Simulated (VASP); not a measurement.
Input:

```xyz
2
Lattice="0.0000 3.2039 3.2039 3.2039 0.0000 3.2039 3.2039 3.2039 0.0000" Properties=species:S:1:pos:R:3 pbc="T T T"
Sn     0.0000     0.0000     0.0000
Te     3.2039     3.2039     3.2039
```

Computed with PW91 GGA, VASP's PBE PAW potentials (set 64) (plane waves; VASP). Run with 520 eV cut-off, Gaussian smearing of 0.050 eV, potentials Sn_d Te.

Unless said otherwise, spin-orbit coupling is left out, though it shifts the bands of the heavy elements here.

Question: Give the energies of bands 7 to 13 at the high-symmetry points, in eV from the valence-band maximum.

Answer: 
| band | Γ | X | U | L | W |
|---|---|---|---|---|---|
| 7 | -4.86 | -6.44 | -7.26 | -8.08 | -7.22 |
| 8 | -2.00 | -5.22 | -4.84 | -1.68 | -4.51 |
| 9 | -2.00 | -3.50 | -3.03 | -1.68 | -4.51 |
| 10 | -2.00 | -3.50 | -2.58 | 0.00 | -0.81 |
| 11 | 3.23 | 2.39 | 2.91 | 0.05 | 0.84 |
| 12 | 3.23 | 4.67 | 2.99 | 0.44 | 4.59 |
| 13 | 3.23 | 4.67 | 4.23 | 0.44 | 4.59 |

The gap is direct, 0.05 eV, from the valence maximum at L to the conduction minimum at L.

The compound is SnTe in the rock salt structure, which distorts at low temperature. It was relaxed first.
